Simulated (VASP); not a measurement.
Input for VASP

### KPOINTS
```
Automatic mesh
0
Gamma
8 8 8
0 0 0
```

POSCAR:
```
SrVO3
1
    3.8012094691     0.0000000000     0.0000000000
    0.0000000000     3.8012094691     0.0000000000
    0.0000000000     0.0000000000     3.8012094691
Sr V O
1 1 3
Direct
  0.0000000000   0.0000000000   0.0000000000
  0.5000000000   0.5000000000   0.5000000000
  0.5000000000   0.0000000000   0.5000000000
  0.0000000000   0.5000000000   0.5000000000
  0.5000000000   0.5000000000   0.0000000000
```

**INCAR**
```
SYSTEM  =  SrVO3
PREC  =  Accurate; ENCUT  =  520; LREAL  =  F
LASPH  =  T
EDIFF  =  1E-7; NELM  =  100; ALGO  =  Normal
LMAXMIX  =  4
ISMEAR  =  1; SIGMA  =  0.1
GGA  =  PE; IVDW  =  13
ISIF  =  2
LWAVE  =  F; LCHARG  =  F
```

POTCAR, in this order: Sr_sv V_sv O (PBE.64 set). Program: vasp_std.

### Question
Translate this PBE-D4 calculation to Ansatz.

### Answer
One equivalent input (not run):
Ansatz 0.2 input:
```yaml
crystal:
  lattice:
    - [3.8012095, 0.0000000, 0.0000000]
    - [0.0000000, 3.8012095, 0.0000000]
    - [0.0000000, 0.0000000, 3.8012095]
  atoms:
    - { symbol: Sr, position: [0.0000000, 0.0000000, 0.0000000] }
    - { symbol: V, position: [0.5000000, 0.5000000, 0.5000000] }
    - { symbol: O, position: [0.5000000, 0.0000000, 0.5000000] }
    - { symbol: O, position: [0.0000000, 0.5000000, 0.5000000] }
    - { symbol: O, position: [0.5000000, 0.5000000, 0.0000000] }
kpoints:
  mp_grid: { grid: [8, 8, 8] }
hamiltonian:
  xc: pbe
  dispersion: d4
  pseudopotentials: { kind: paw }
scf:
  occupations: { method: methfessel_paxton, width: 0.1 }
  max_iter: 100
output: { forces: true, stress: true, eigenvalues: true }
```
Limits of the translation: each code has its own PAW files, so the cut-off isn't converted (ENCUT is set for VASP's; basis.ecutwfc is left out, and Ansatz then takes the one that its files recommend); Ansatz stops its SCF on the density residual and VASP on the energy change (EDIFF).

The compound is SrVO3 in the cubic perovskite structure. This cell is one point of a volume scan, at 0.97 of the reference volume.
